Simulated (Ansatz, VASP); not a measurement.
# Sc3TeBr: VASP beside Ansatz

```
CELL_PARAMETERS angstrom
4.96684 0.00000 0.00000
0.00000 4.96684 0.00000
0.00000 0.00000 4.96684
ATOMIC_POSITIONS crystal
Sc 0.00000 0.50000 0.50000
Sc 0.50000 0.00000 0.50000
Sc 0.50000 0.50000 0.00000
Te 0.00000 0.00000 0.00000
Br 0.50000 0.50000 0.50000
```

Change from the starting cell: species swapped into the Mn3PdN type (Pm-3m, No. 221).

Alike in both runs: task single point; functional PBE; k mesh 4 × 4 × 4; occupations gaussian, width 0.1 eV; collinear spin.

```csv
,VASP,Ansatz
version,VASP 6.6.1,Ansatz 0.2.0
potentials or method,"VASP PAW PBE potentials, release 64 (Sc_sv, Te, Br)","scalar-relativistic, plane waves, PAW"
plane-wave cutoff (eV),520,420
valence electrons in the cell,46,56
```

|  | VASP | Ansatz | Ansatz less VASP |
| --- | --- | --- | --- |
| gap on the k mesh at the Fermi level (eV) | none | none | - |
| pressure (GPa) | 1.2 | 1.1 | -0.17 |
| net moment per atom (μB) | 0.00 | 0.00 | 0.000 |

A gap of «none» marks a metal or a gap that the smearing closes. The two sets of potentials don't hold the same shells in valence. Ansatz warned: «seeded_moment_not_kept».

The runs have no spin-orbit coupling, so splittings on Te are missing.
